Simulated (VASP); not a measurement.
Level of theory: revPBE GGA, VASP's PBE PAW potentials (set 64) (plane waves; VASP).

Input for VASP

### INCAR
```
EDIFF = 1E-7   ! SCF stop (eV)
LASPH = .TRUE.
ISIF = 2
LWAVE = .FALSE.
SYSTEM = LiH
NELM = 100
LREAL = .FALSE.
SIGMA = 0.05
ENCUT = 520   ! plane-wave cut-off (eV)
PREC = Accurate
ALGO = Normal
LCHARG = .FALSE.
ISMEAR = 0   ! Gaussian
GGA = RE   ! revPBE
```

File KPOINTS:
```
K-points
0
G
11 11 11
```

POSCAR:
```
LiH
2.9233970
  0.0000000000   0.7071068457   0.7071068457
  0.7071068457   0.0000000000   0.7071068457
  0.7071068457   0.7071068457   0.0000000000
Li H
1 1
Cartesian
  0.0000000000   0.0000000000   0.0000000000
  0.7071068457   0.7071068457   0.7071068457
```

POTCAR, in this order: Li_sv H (PBE.64 set). Program: vasp_std.

### Question
What does the run give for the energy per atom (σ→0), pressure?

### Answer

```yaml
energy per atom (σ→0): -3.002 eV/atom
pressure: -18.2 kbar
```

OSZICAR:
```
...
DAV:   8    -0.600414432755E+01   -0.27325E-02   -0.65984E-03   792   0.705E-01    0.413E-02
DAV:   9    -0.600411373933E+01    0.30588E-04   -0.24729E-04   990   0.959E-02    0.110E-02
DAV:  10    -0.600411509185E+01   -0.13525E-05   -0.91725E-06   786   0.242E-02    0.237E-03
DAV:  11    -0.600411319268E+01    0.18992E-05   -0.39104E-07   942   0.475E-03    0.713E-04
DAV:  12    -0.600411116884E+01    0.20238E-05   -0.24578E-08   492   0.169E-03    0.734E-04
DAV:  13    -0.600411209526E+01   -0.92642E-06   -0.78210E-09   348   0.777E-04    0.423E-05
DAV:  14    -0.600411214073E+01   -0.45469E-07   -0.11145E-09   342   0.286E-04
   1 F= -.60041121E+01 E0= -.60041121E+01  d E =-.154984E-16
```

The compound is LiH in the rock salt structure. This cell is one point of a volume scan, at 1.06 of the reference volume.
